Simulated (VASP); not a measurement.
Given:

```
CELL_PARAMETERS angstrom
      0.00000     3.24949     3.24949
      3.24949     0.00000     3.24949
      3.24949     3.24949     0.00000
ATOMIC_POSITIONS crystal
  Na 0.25000 0.25000 0.25000
  Na 0.75000 0.75000 0.75000
  S  0.00000 0.00000 0.00000
```

Method: PBEsol GGA, VASP's PBE PAW potentials (set 64) (plane waves; VASP). Settings: 400 eV cut-off, 8×8×8 Γ-centred mesh, Gaussian smearing of 0.010 eV, potentials Na_pv S.

**Question.** Estimate the energy per atom (σ→0), band gap (on the k-mesh) with the smallest direct gap where there is one.

**Answer.** 
| Item | Value |
|---|---|
| band gap (on the k-mesh) | 2.43 eV |
| smallest direct gap (on the k-mesh) | 2.43 eV |
| energy per atom (σ→0) | -3.457 eV/atom |

The compound is Na2S in the antifluorite structure. It was relaxed first.
